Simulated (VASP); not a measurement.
Here is the system:

```xyz
1
Lattice="-1.4863 1.4863 1.4863 1.4863 -1.4863 1.4863 1.4863 1.4863 -1.4863" Properties=species:S:1:pos:R:3 pbc="T T T"
V      0.0000     0.0000     0.0000
```

The numbers are results of rev-vdW-DF2, VASP's PBE PAW potentials (set 64) (plane waves; VASP 6.6.1), not measurements. Run with 520 eV cut-off, Gaussian smearing of 0.050 eV, potentials V_sv.

Question: Give the energies of bands 5 to 9 at the high-symmetry points, in eV from the Fermi level.

Answer: 
| band | Γ | H | N | P |
|---|---|---|---|---|
| 5 | -6.58 | -3.09 | -3.24 | -1.12 |
| 6 | 0.40 | -3.09 | -1.19 | -1.12 |
| 7 | 0.40 | 3.83 | 1.81 | -1.12 |
| 8 | 0.40 | 3.83 | 2.48 | 2.92 |
| 9 | 2.48 | 3.83 | 2.85 | 2.92 |

It has no gap at this level: it comes out as a metal or semimetal.

The compound is V in the bcc structure. It was relaxed first, which changed the volume by -6 %. The run is not spin-polarised, so no magnetic state was tried.
